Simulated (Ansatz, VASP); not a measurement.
# La (linear La chain): VASP beside Ansatz

One calculation is typed for both programs; each brings its own data sets. How far apart do they land? The structure shown is the end of the Ansatz relaxation below.

Main program and level: Ansatz 0.2.0; plane waves, with VASP 6.6.1 beside it; single point at PBE.

### Step 1. Starting point

The cell holds 1 atom: 1 La. Cell: a = 7.500 Å, b = 7.500 Å, c = 2.978 Å, α = 90.0°, β = 90.0°, γ = 90.0°. Vacuum lies along a and b. The structure's axis is c.

### Step 2. Ansatz: relaxation, PBE

Ansatz runs on its default PAW (the set named soft_2) files.

This run makes the geometry at which the two programs are then compared.

input.yaml reads:

```yaml
crystal:
  lattice:
    - [7.5, 0.0, 0.0]
    - [0.0, 7.5, 0.0]
    - [0.0, 0.0, 3.8502]
  atoms:
    - { symbol: La, position: [0.5, 0.5, 0.0], spin: 1.0 }
magnetization:
  spin_polarized: true
kpoints:
  mp_grid: { grid: [1, 1, 21] }
scf:
  occupations: { method: fermi_dirac, width: 0.05 }
hamiltonian:
  xc: pbe
relax:
  cell: { fix: [a, b, alpha, beta, gamma] }
  max_steps: 60
```

Launch:

```bash
> ansatz run input.yaml --threads 4 --pin off --max-ram 8192MiB --backend cpu --events-out ev --progress --plain --runs-dir out
```

Numbers of over 12 decimals in the logs are rounded to 6 here.

Output:

```text
Engine: ansatz 0.2.0, aarch64-unknown-linux-gnu
Pseudopotentials: kind: paw
Pseudopotential: La, paw, valence charge 11, recommended cutoff 420 eV (normal), La.paw.azcp
Functional definition: PBE
  parameter kappa = 0.804
  parameter beta = 0.066725
  exchange = pbe_x(kappa = kappa, mu = beta*pi^2/3)
  correlation = pbe_c(beta = beta)
Crystal: 1 atoms, lattice volume = 216.574 Å³
Basis set: ecut = 420 eV, 4229 PW (Γ), exchange–correlation on 108×108×54 points (8 copies of the dense FFT grid, shifted against one another)
Bands: 10, of which v1, the nominal top of the filled ones, is band 6 counted from 1 (5 counted from 0)
Symmetry: 16 space group operations
Space group: P4/mmm (ITA 123), of the structure as read, at distance tolerance 6.0e-5 Å
Magnetic group: BNS 123.339 (UNI 999), of the structure as read, at distance tolerance 6.0e-5 Å
k-points: 11 of 21
Non-local potential: La, projectors of the file, l = 0: 3, l = 1: 2, l = 2: 2, l = 3: 3
PAW form: soft (Blöchl's): semilocal exchange-correlation on the pseudo side does not see the compensation charge
PAW one-centre angular grid: La, 590 points (default); XC on 64 Gauss nodes
Initial density: superposition of atomic densities (neutral atoms: chi_scale 0, normalization atom)
Starting moments: Σ|m| = 1 μB on 1 of 1 site
Initial wavefunctions: pseudopotential atomic-orbital guess
Functional: x = pbe(κ = 0.804, μ = 0.219515), c = pbe(β = 0.066725)
SCF iter   1: F=—  HF=-6247.667289 eV  |F-HF|=—  |Δ(HF+E_count)|=         —  Δρ=2.03e-2 (↑2.03e-2 ↓5.27e-3)  dr2=2.91e0  dr2_m=1.69e-1  M=1.649 μB ∫|m|=1.649 μB  β_m=0.30  ethr=3.10e-3  ⟨swp⟩=4.4  Hψ=2580  notcnv=0
Mixer restart at iter 1: flushing history
automatic band count: the SCF goes on with 14 bands, as 10 were too few: the levels above may hold too much charge
preconditioner: auto → LDOS  [metal: Δε(μ)=0.002 eV  Ē_g=1.012 eV  σ=0.050 eV  W_gap=0.01  n_scr=10 (ndim 8)  ℏωp=4.4 eV  f_vac=0.356  D(μ)=10.18/eV (n_scr^D=86)]
spin=Collinear: LDOS preconditioning applied to the charge; magnetization (m = ρ↑ − ρ↓) channel mixes plain (no charge-response kernel on spin).
SCF iter   2: F=—  HF=-6247.507488 eV  |F-HF|=—  |Δ(HF+E_count)|=   1.60e-1  Δρ=1.08e-2 (↑1.08e-2 ↓4.30e-3)  dr2=1.39e0  dr2_m=3.14e-2  M=1.644 μB ∫|m|=1.644 μB  β_m=0.52  ethr=3.10e-3  ⟨swp⟩=1.8  Hψ=549  notcnv=0  defer=2
SCF iter   3: F=—  HF=-6247.407934 eV  |F-HF|=—  |Δ(HF+E_count)|=   9.96e-2  Δρ=3.41e-3 (↑3.27e-3 ↓3.41e-3)  dr2=1.79e-1  dr2_m=4.16e-3  M=1.783 μB ∫|m|=1.783 μB  β_m=0.59  ethr=3.10e-3  ⟨swp⟩=2.8  Hψ=697  notcnv=0  defer=3
SCF iter   4: F=—  HF=-6247.420992 eV  |F-HF|=—  |Δ(HF+E_count)|=         —  Δρ=2.77e-3 (↑2.77e-3 ↓2.31e-3)  dr2=8.77e-3  dr2_m=1.16e-2  M=1.831 μB ∫|m|=1.831 μB  β_m=0.59  ethr=1.63e-3  ⟨swp⟩=2.1  Hψ=523  notcnv=0  defer=1
Mixer restart at iter 4: flushing history
SCF iter   5: F=—  HF=-6247.428041 eV  |F-HF|=—  |Δ(HF+E_count)|=   7.05e-3  Δρ=1.51e-3 (↑1.51e-3 ↓1.13e-3)  dr2=3.18e-3  dr2_m=3.10e-3  M=1.853 μB ∫|m|=1.853 μB  β_m=0.79  ethr=7.98e-5  ⟨swp⟩=2.1  Hψ=500  notcnv=0
SCF iter   6: F=—  HF=-6247.432432 eV  |F-HF|=—  |Δ(HF+E_count)|=   4.39e-3  Δρ=5.05e-4 (↑5.05e-4 ↓1.39e-4)  dr2=1.00e-3  dr2_m=1.56e-4  M=1.896 μB ∫|m|=1.896 μB  β_m=0.81  ethr=2.89e-5  ⟨swp⟩=2.4  Hψ=625  notcnv=0
SCF iter   7: F=—  HF=-6247.432532 eV  |F-HF|=—  |Δ(HF+E_count)|=   1.00e-4  Δρ=1.76e-4 (↑1.76e-4 ↓9.20e-5)  dr2=2.44e-4  dr2_m=1.80e-5  M=1.896 μB ∫|m|=1.896 μB  β_m=0.90  ethr=9.11e-6  ⟨swp⟩=1.5  Hψ=333  notcnv=0
SCF iter   8: F=—  HF=-6247.432804 eV  |F-HF|=—  |Δ(HF+E_count)|=   2.72e-4  Δρ=7.53e-5 (↑7.53e-5 ↓2.57e-5)  dr2=2.36e-5  dr2_m=2.59e-6  M=1.907 μB ∫|m|=1.907 μB  β_m=0.93  ethr=2.21e-6  ⟨swp⟩=2.2  Hψ=548  notcnv=0
SCF iter   9: F=—  HF=-6247.432827 eV  |F-HF|=—  |Δ(HF+E_count)|=   2.34e-5  Δρ=4.03e-5 (↑4.03e-5 ↓2.14e-5)  dr2=3.11e-6  dr2_m=1.41e-6  M=1.909 μB ∫|m|=1.909 μB  β_m=0.96  ethr=2.14e-7  ⟨swp⟩=2.7  Hψ=472  notcnv=0
SCF iter  10: F=—  HF=-6247.432837 eV  |F-HF|=—  |Δ(HF+E_count)|=   9.85e-6  Δρ=1.97e-5 (↑1.97e-5 ↓9.38e-6)  dr2=8.48e-7  dr2_m=2.87e-7  M=1.909 μB ∫|m|=1.909 μB  β_m=0.98  ethr=2.83e-8  ⟨swp⟩=2.6  Hψ=514  notcnv=0
SCF iter  11: F=—  HF=-6247.432840 eV  |F-HF|=—  |Δ(HF+E_count)|=   2.93e-6  Δρ=7.06e-6 (↑7.06e-6 ↓4.67e-6)  dr2=9.97e-8  dr2_m=5.08e-8  M=1.910 μB ∫|m|=1.910 μB  β_m=0.99  ethr=7.71e-9  ⟨swp⟩=2.0  Hψ=478  notcnv=0
SCF iter  12: F=—  HF=-6247.432841 eV  |F-HF|=—  |Δ(HF+E_count)|=   6.89e-7  Δρ=1.94e-6 (↑1.94e-6 ↓9.38e-7)  dr2=9.89e-9  dr2_m=3.02e-9  M=1.911 μB ∫|m|=1.911 μB  β_m=1.00  ethr=9.07e-10  ⟨swp⟩=2.7  Hψ=547  notcnv=0
SCF iter  13: F=-6247.432841 eV  HF=-6247.432841 eV  |F-HF|=8.90e-10  |Δ(HF+E_count)|=   2.79e-8  Δρ=3.34e-7 (↑3.34e-7 ↓2.13e-7)  dr2=4.02e-10  dr2_m=8.58e-11  M=1.911 μB ∫|m|=1.911 μB  ethr=8.99e-11  ⟨swp⟩=2.1  Hψ=986  notcnv=0
SCF 1 converged in 13 iterations: F = -6247.432841 eV  dr2 = 4.02e-10
[...]
relax step   6: F+E_penalty+E_count = -6248.00214378 eV  Δ(F+E_penalty+E_count) = -5.823e-2 eV  max|allowed force component| = 0.000e0 eV/Å  Δτ_max = 0.0000 Å  P = -0.422 GPa  Ω = 166.863 Å³  energy of the carried Pulay correction = +1.845e-4 eV  fix = [a, b, alpha, beta, gamma]  reactions: a -0.688, b -0.688 GPa  (10 SCF iters, dr2 threshold 1.00e-7 eV, accepted)
[...]
relax step   7: F+E_penalty+E_count = -6248.00227768 eV  Δ(F+E_penalty+E_count) = -1.339e-4 eV  max|allowed force component| = 0.000e0 eV/Å  Δτ_max = 0.0000 Å  P = -0.470 GPa  Ω = 167.529 Å³  energy of the carried Pulay correction = +1.817e-4 eV  fix = [a, b, alpha, beta, gamma]  reactions: a -0.684, b -0.684 GPa  (9 SCF iters, dr2 threshold 2.95e-8 eV, accepted)
[...]
relax step   8: F+E_penalty+E_count = -6248.00194528 eV  Δ(F+E_penalty+E_count) = +3.324e-4 eV  max|allowed force component| = 0.000e0 eV/Å  Δτ_max = 0.0000 Å  P = -0.469 GPa  Ω = 167.529 Å³  fix = [a, b, alpha, beta, gamma]  reactions: a -0.683, b -0.683 GPa  stress off target by 4.15e-2 GPa on what of the cell is left free  SCF on the basis re-selected at this cell (its energy is not comparable with the rows above)  (6 SCF iters)
basis re-selected at this cell: Δ(F+E_penalty+E_count) = +3.324e-4 eV, ΔP = +0.001 GPa vs the last step (what re-selecting the basis moved, of the pressure what is left beyond the Pulay correction that the steps carried, after the strain that the cell walked since its last selection, with what the two solves' SCF thresholds leave and, on support functions, any second-order correction that the steps lacked; it is no measure of the basis error at this ecutwfc). The dense FFT grid was sized anew with the basis: this SCF ran on 54×54×20 points, the steps before it on 54×54×27, so part of this shift can come from that change (see relax.cell in the input reference). [rest of the remark cut]
SCF converged after 6 iterations
Magnetization: -0.0000 μB (5.5000 up, 5.5000 down)
Absolute magnetization: 0.0000 μB (∫|ρ↑−ρ↓|, with the PAW one-centre terms)
Spin contamination: 0.0000 ħ² per cell (⟨S²⟩ above its minimum at these occupations)
Per-site moments (μB) at R_I (Å): [(-1.386860877161608e-7, 1.228546)]
Free energy (F): -6248.001945 eV
Harris-Foulkes:  -6248.001945 eV  (|F-HF|=3.64e-12)
Internal energy: -6247.982123 eV  (E = F + TS)
E sigma→0 (E₀):  -6247.992034 eV
Entropy (-TS):   -0.019822 eV (-19.822 meV/atom)
Fermi energy:    0.129044 eV
--- Per-component energies (eV) ---
  E_band       = -169.093450
  E_kinetic    = 193.450269
  E_local      = -1127.648380  (includes V_loc(G=0)·N_el)
  E_nonlocal   = 95.130059
  E_hartree    = 439.015046
  E_xc         = -137.584977
  E_vxc        = -145.227010  (∫ρ·V_xc dr)
  E_paw        = -5416.131509  (= ΣΔE_a)
  E_vpaw       = -62.828504  (= ΣTr[D̂ρ^β])
  E_aug_tail   = -0.000000  (compensation charges beyond the density's cutoff)
  E_ewald      = -294.212630
  E_smearing   = -0.019822  (= −TS)
  E_closure    = -0.000000  (closes the sum)
  Σ components = -6248.001945   (vs F -6248.001945, Δ=0.00e0)
--- Forces (eV/Å), atoms counted from 1 ---
  atom   1  La     0.00000000     0.00000000     0.00000000
  max |Σ_I F_I| component: 2.52e-29 eV/Å
--- Stress (GPa, compression-positive) ---
       -0.683331       0.000000       0.000000
        0.000000      -0.683331       0.000000
        0.000000       0.000000      -0.041510
  P = ⅓ Tr σ = -0.4694 GPa (-4.694 kbar)
--- Relaxed structure (7 steps of the walk, 7 accepted, 1 SCFs on fresh bases) ---
  F+E_penalty+E_count = -6248.00194528 eV   max|allowed force component| = 0.000e0 eV/Å   (the final SCF, on the basis selected at the relaxed cell)
  cell:  # Å, volume = 167.5290 Å³
    - [7.5, 0.0, 0.0]
    - [0.0, 7.5, 0.0]
    - [0.0, 0.0, 2.978294]
  atoms:
    - { symbol: La, position: [0.5, 0.5, 0.0] }
```

The column dr2 measures how far the density is from self-consistency, as an energy; F and HF (Harris–Foulkes) agree once it is small.

### Step 3. VASP: single point, PBE

The same cell, functional, mesh and smearing now go to VASP, with its own data sets.

Lines of VASP's logs that name or quote its potential files are left out, and so is its time.

INCAR reads:

```
SYSTEM = La
PREC = Accurate
ENCUT = 500
EDIFF = 1E-06
NELM = 200
ISMEAR = -1
SIGMA = 0.05
LREAL = .FALSE.
ALGO = Normal
GGA = PE
NBANDS = 12
ISPIN = 2
MAGMOM = -0
LASPH = .TRUE.
LMAXMIX = 6
AMIX = 0.2
BMIX = 1E-04
AMIX_MAG = 0.8
BMIX_MAG = 1E-04
LORBIT = 11
LWAVE = .FALSE.
LCHARG = .FALSE.
ISIF = 2
GGA_COMPAT = .FALSE.
```

POSCAR reads:

```
La
1.0
    7.5000000000      0.0000000000      0.0000000000
    0.0000000000      7.5000000000      0.0000000000
    0.0000000000      0.0000000000      2.9782935653
La
1
Direct
    0.5000000000      0.5000000000      0.0000000000
```

KPOINTS reads:

```
Automatic mesh
0
Gamma
1 1 21
0 0 0
```

The projector-augmented-wave data sets are La (PBE family, release 64).

Launch:

```bash
> mpirun -np 1 vasp_std
```

Output:

```text
[banner, memory and clock lines left out]
running    1 mpi-ranks, on    1 nodes
 distrk:  each k-point on    1 cores,    1 groups
 distr:  one band on    1 cores,    1 groups

 POSCAR found type information on POSCAR La
 POSCAR found :  1 types and       1 ions
 LDA part: xc-table for (Slater+PW92), standard interpolation
 POSCAR, INCAR and KPOINTS ok, starting setup
 FFT: planning ... GRIDC
 FFT: planning ... GRID_SOFT
 FFT: planning ... GRID
 WAVECAR not read
 entering main loop
       N       E                     dE             d eps       ncg     rms          rms(c)
DAV:   1     0.144778514035E+03    0.14478E+03   -0.36088E+03   528   0.703E+02
DAV:   2     0.189415194211E+02   -0.12584E+03   -0.12067E+03   864   0.160E+02
DAV:   3    -0.205042954602E+01   -0.20992E+02   -0.20413E+02   628   0.944E+01
DAV:   4    -0.450359575750E+01   -0.24532E+01   -0.20031E+01   988   0.301E+01
DAV:   5    -0.470789980184E+01   -0.20430E+00   -0.13152E+00   744   0.611E+00    0.556E+00
DAV:   6    -0.298732001050E+01    0.17206E+01   -0.51160E+00  1044   0.176E+01    0.354E+00
DAV:   7    -0.286830867202E+01    0.11901E+00   -0.32955E-01   824   0.491E+00    0.251E+00
DAV:   8    -0.277459328439E+01    0.93715E-01   -0.36903E-01   828   0.617E+00    0.587E-01
DAV:   9    -0.278006785145E+01   -0.54746E-02   -0.25358E-02  1036   0.133E+00    0.386E-01
DAV:  10    -0.278826454739E+01   -0.81967E-02   -0.23011E-02   988   0.127E+00    0.320E-01
DAV:  11    -0.278509438432E+01    0.31702E-02   -0.10380E-02   972   0.826E-01    0.629E-02
DAV:  12    -0.278511531887E+01   -0.20935E-04   -0.32387E-04   968   0.127E-01    0.519E-02
DAV:  13    -0.278521425107E+01   -0.98932E-04   -0.13630E-04   884   0.864E-02    0.334E-02
DAV:  14    -0.278518195625E+01    0.32295E-04   -0.10747E-04  1004   0.738E-02    0.108E-02
DAV:  15    -0.278517988740E+01    0.20688E-05   -0.16036E-05  1040   0.287E-02    0.355E-03
DAV:  16    -0.278517990294E+01   -0.15540E-07   -0.14854E-06   796   0.879E-03
   1 F= -.27851799E+01 E0= -.27754313E+01  d E =-.194973E-01  mag=     0.0001
```

From OUTCAR (step 3):

```text
ion  position               nearest neighbor table
   1  0.500  0.500  0.000-

  LATTYP: Found a simple tetragonal cell.
 ALAT       =     7.5000000000
 C/A-ratio  =     0.3971058087

 Subroutine GETGRP returns: Found 16 space group operations
 (whereof 16 operations were pure point group operations)

The static configuration has the point symmetry D_4h.

 Found     11 irreducible k-points:

   k-points           NKPTS =     11   k-points in BZ     NKDIM =     11   number of bands    NBANDS=     12

   dimension x,y,z NGX =    56 NGY =   56 NGZ =   24
   dimension x,y,z NGXF=   112 NGYF=  112 NGZF=   48

   ENCUT  =  500.0 eV  36.75 Ry    6.06 a.u.  13.67 13.67  5.43*2*pi/ulx,y,z

   NELECT =      11.0000    total number of electrons

 k-points in reciprocal lattice and weights: Automatic mesh
   0.00000000  0.00000000  0.00000000       0.048
   0.00000000  0.00000000  0.04761905       0.095
   0.00000000  0.00000000  0.09523810       0.095
   0.00000000  0.00000000  0.14285714       0.095
   0.00000000  0.00000000  0.19047619       0.095
   0.00000000  0.00000000  0.23809524       0.095
   0.00000000  0.00000000  0.28571429       0.095
   0.00000000  0.00000000  0.33333333       0.095
   0.00000000  0.00000000  0.38095238       0.095
   0.00000000  0.00000000  0.42857143       0.095
   0.00000000  0.00000000  0.47619048       0.095

 average (electrostatic) potential at core
       1-105.3522

 E-fermi :  -0.5676

 spin component 1
 k-point     1 :       0.0000    0.0000    0.0000
  band No.  band energies     occupation
    ...
      2     -18.0015      1.00000
      3     -18.0015      1.00000
      4     -15.5157      1.00000
      5      -1.6033      1.00000
      6      -1.1309      0.99999
      7      -0.2843      0.00345
      8       0.0150      0.00001
      9       0.4986      0.00000
     10       0.4986      0.00000
     11       0.6950      0.00000
    ...

 k-point     2 :       0.0000    0.0000    0.0476
  band No.  band energies     occupation
    ...
      2     -17.9900      1.00000
      3     -17.9900      1.00000
      4     -15.6235      1.00000
      5      -1.5097      1.00000
      6      -1.0311      0.99991
      7      -0.2590      0.00208
      8       0.0356      0.00001
      9       0.4842      0.00000
     10       0.4842      0.00000
     11       0.6976      0.00000
    ...

 k-point     3 :       0.0000    0.0000    0.0952
  band No.  band energies     occupation
    ...
      2     -17.9561      1.00000
      3     -17.9561      1.00000
      4     -15.9266      1.00000
      5      -1.3166      1.00000
      6      -0.6832      0.90996
      7      -0.1844      0.00047
      8       0.0955      0.00000
      9       0.4335      0.00000
     10       0.4335      0.00000
     11       0.7050      0.00000
    ...

 k-point     4 :       0.0000    0.0000    0.1429
  band No.  band energies     occupation
      1     -34.0822      1.00000
      2     -17.9025      1.00000
      3     -17.9025      1.00000
      4     -16.3735      1.00000
      5      -1.1043      0.99998
      6      -0.1319      0.00016
      7      -0.0659      0.00004
      8       0.1883      0.00000
      9       0.3253      0.00000
     10       0.3253      0.00000
    ...

 k-point     5 :       0.0000    0.0000    0.1905
  band No.  band energies     occupation
      1     -34.0055      1.00000
      2     -17.8329      1.00000
      3     -17.8329      1.00000
      4     -16.9021      1.00000
      5      -0.8575      0.99697
      6       0.0865      0.00000
      7       0.1338      0.00000
      8       0.1338      0.00000
      9       0.3017      0.00000
     10       0.3916      0.00000
    ...

 k-point     6 :       0.0000    0.0000    0.2381
  band No.  band energies     occupation
      1     -33.9170      1.00000
      2     -17.7530      1.00000
      3     -17.7530      1.00000
      4     -17.4544      1.00000
      5      -0.5677      0.50037
      6      -0.1481      0.00023
      7      -0.1481      0.00023
      8       0.2545      0.00000
      9       0.4179      0.00000
     10       0.7149      0.00000
    ...

  Total       -0.7204203     -0.7204203     -0.0350172      0.0000000      0.0000000      0.0000000
  in kB       -6.8897981     -6.8897981     -0.3348895      0.0000000      0.0000000      0.0000000
  external PRESSURE =      -4.7048286 kB  Pullay stress =       0.0000000 kB

  energy-cutoff  :      500.00
  volume of cell :      167.53
      direct lattice vectors                 reciprocal lattice vectors
     7.500000000  0.000000000  0.000000000     0.133333333  0.000000000  0.000000000
     0.000000000  7.500000000  0.000000000     0.000000000  0.133333333  0.000000000
     0.000000000  0.000000000  2.978293565     0.000000000  0.000000000  0.335762737

 POSITION                                       TOTAL-FORCE (eV/Angst)
 -----------------------------------------------------------------------------------
      3.75000      3.75000      0.00000         0.000000      0.000000      0.000000
 -----------------------------------------------------------------------------------
    total drift:                               -0.000000      0.000000      0.000000

  FREE ENERGIE OF THE ION-ELECTRON SYSTEM (eV)
  ---------------------------------------------------
  free  energy   TOTEN  =        -2.7851799029 eV

  energy  without entropy=       -2.7656826258  energy(sigma->0) =       -2.77543126

 total charge
# of ion       s       p       d       f       tot
--------------------------------------------------
    1        2.037   5.524   1.084   0.113   8.758

 magnetization (x)
# of ion       s       p       d       f       tot
--------------------------------------------------
    1       -0.000  -0.000  -0.000  -0.000  -0.000

[... 6 further parts left out ...]
```

### Step 4. Differences

Known differences besides the potentials themselves: the cutoff is 420 eV in Ansatz and 500 eV in VASP; Ansatz's pressure holds a Pulay correction, VASP's none. Total energies have different zeros and are not compared.

Both answers:

```tsv
quantity	Ansatz	VASP	difference
pressure (GPa)	-0.47	-0.47	0.00
```

### Step 5. Results

| Item | Value |
| --- | --- |
| difference in pressure (single point, PBE) | 0.0011 GPa |

In words: The difference in pressure is 0.0011 GPa (single point, PBE), within the 1 GPa picked in this series as the mark of a large difference. Such differences can come from data sets, numerical settings and the points named under the comparisons, not from the functional's error against experiment.

[Lines on the potential files, build, host, timing and source positions are cut from VASP's logs without a mark.]

[Logs are printed without paths, hosts, clocks, repeated set-up lines and the standing remarks that a program may print on its own settings, such as how far it seeks lower states.]

[Hosts, paths, dates, database ids (printed as entryN), source tags and the programs' standing remarks are cut or masked in the printed files.]
